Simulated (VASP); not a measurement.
An input for Ansatz (written as the equivalent of a VASP run, and not itself run):

Ansatz 0.2 input:
```yaml
crystal:
  lattice:
    - [4.1833600, 0.0000000, 0.0000000]
    - [-2.0916800, 3.6228960, 0.0000000]
    - [0.0000000, 0.0000000, 28.4084220]
  atoms:
    - { symbol: Cd, position: [0.0000000, 0.0000000, 0.0000000] }
    - { symbol: Cd, position: [0.6666670, 0.3333330, 0.7499500] }
    - { symbol: Cd, position: [0.3333330, 0.6666670, 0.2500500] }
    - { symbol: Cd, position: [0.0000000, 0.0000000, 0.5000000] }
    - { symbol: I, position: [0.0000000, 0.0000000, 0.3091700] }
    - { symbol: I, position: [0.0000000, 0.0000000, 0.6908300] }
    - { symbol: I, position: [0.6666670, 0.3333330, 0.4411000] }
    - { symbol: I, position: [0.3333330, 0.6666670, 0.5589000] }
    - { symbol: I, position: [0.3333330, 0.6666670, 0.8091300] }
    - { symbol: I, position: [0.6666670, 0.3333330, 0.1908700] }
    - { symbol: I, position: [0.6666670, 0.3333330, 0.9411000] }
    - { symbol: I, position: [0.3333330, 0.6666670, 0.0589000] }
kpoints:
  mp_grid: { grid: [2, 2, 1] }
hamiltonian:
  xc: pbe0
  pseudopotentials: { kind: paw }
scf:
  occupations: { method: gaussian, width: 0.01 }
  max_iter: 100
output: { forces: true, stress: true, eigenvalues: true }
```

Write the VASP files for the same calculation (PBE0).

This is not unique; one that fits is 
### POSCAR
```
CdI2
4.183360
  1.0000000000   0.0000000000   0.0000000000
 -0.5000000000   0.8660253959   0.0000000000
  0.0000000000   0.0000000000   6.7908145605
Cd I
4 8
Cart
  0.0000000000   0.0000000000   0.0000000000
  0.5000005000   0.2886748433   5.0927713797
 -0.0000005000   0.5773505526   1.6980431809
  0.0000000000   0.0000000000   3.3954072803
  0.0000000000   0.0000000000   2.0995161377
  0.0000000000   0.0000000000   4.6912984229
  0.5000005000   0.2886748433   2.9954283027
 -0.0000005000   0.5773505526   3.7953862579
 -0.0000005000   0.5773505526   5.4946517854
  0.5000005000   0.2886748433   1.2961627752
  0.5000005000   0.2886748433   6.3908355829
 -0.0000005000   0.5773505526   0.3999789776
```

### KPOINTS
```
Automatic
0
G
 2 2 1
0 0 0
```

**INCAR**
```
SYSTEM = CdI2
PREC = Accurate
ENCUT = 300
EDIFF = 1E-6
NELM = 100
ALGO = Normal
LREAL = .FALSE.
LASPH = .TRUE.
ISMEAR = 0
SIGMA = 0.01
GGA = PE
AEXX = 0.25
HFRCUT = -1
LHFCALC = .TRUE.
PRECFOCK = Fast
ISYM = 3
LMAXMIX = 4
LWAVE = .FALSE.
LCHARG = .FALSE.
ISIF = 2
```

POTCAR, in this order: Cd I (PBE.64 set). Program: vasp_std.

The two are equivalent in intent, not identical: each code has its own PAW files, so the cut-off isn't converted (ENCUT is set for VASP's; basis.ecutwfc is left out, and Ansatz then takes the one that its files recommend); Ansatz stops its SCF on the density residual and VASP on the energy change (EDIFF).

The structure comes from a computed database's CdI2 entry; how it stands against other phases isn't given here. The cell was not relaxed at this level. The k-mesh is coarse (spacing up to 0.87 per Å, 2π included), so the numbers may not be converged in it. The run is one of a series of settings (KPOINTS 2×2×1 Γ-centred mesh against the base run), some of them coarse on purpose.
